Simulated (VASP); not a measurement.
VASP runs on SnTe (rock salt) share one base input (PBE GGA, plane waves, VASP's PBE PAW potentials (set 64)) and change the settings named in each case.

File POSCAR:
```
SnTe
1
    0.0000000000     3.2232000000     3.2232000000
    3.2232000000     0.0000000000     3.2232000000
    3.2232000000     3.2232000000     0.0000000000
Sn Te
1 1
Direct
  0.0000000000   0.0000000000   0.0000000000
  0.5000000000   0.5000000000   0.5000000000
```

**INCAR**
```
SYSTEM = SnTe
PREC = Accurate
ENCUT = 400
EDIFF = 1E-6
NELM = 100
ALGO = Normal
LREAL = .FALSE.
LASPH = .TRUE.
ISMEAR = 0
SIGMA = 0.05
GGA = PE
LMAXMIX = 4
LWAVE = .FALSE.
LCHARG = .FALSE.
ISIF = 2
```

**KPOINTS**
```
Automatic mesh
0
Gamma
7 7 7
0 0 0
```

POTCAR, in this order: Sn_d Te (PBE.64 set). Program: vasp_std.

```
change                           E(σ→0) (eV/atom)  pressure (GPa)  −TS (eV)  irreducible k-points
-------------------------------  ----------------  --------------  --------  --------------------
base run                                  -3.7829           -0.78    0.0000                    20
KPOINTS 1×1×1 Γ-centred mesh              -0.8106           27.77    0.0000                     1
KPOINTS 2×2×2 Γ-centred mesh              -2.8752            4.69   -0.0282                     3
KPOINTS 3×3×3 Γ-centred mesh              -3.8253           -0.86    0.0000                     4
KPOINTS 4×4×4 Γ-centred mesh              -3.7769           -0.72   -0.0014                     8
KPOINTS 9×9×9 Γ-centred mesh              -3.7820           -0.74    0.0000                    35
KPOINTS 10×10×10 Γ-centred mesh           -3.7813           -0.72   -0.0001                    47
KPOINTS 13×13×13 Γ-centred mesh           -3.7816           -0.73    0.0000                    84
```
 Unless said otherwise, spin-orbit coupling is left out, though it shifts the bands of the heavy elements here.

Left out are runs that ran out of time, are held back, or changed the cell or the kind of run, fixed moments of cells without a moment, rows past the twelfth, gaps on odd meshes, pressures of charged cells and columns that move by less than the noise.

The compound is SnTe in the rock salt structure, which distorts at low temperature. The cell was not relaxed at this level.
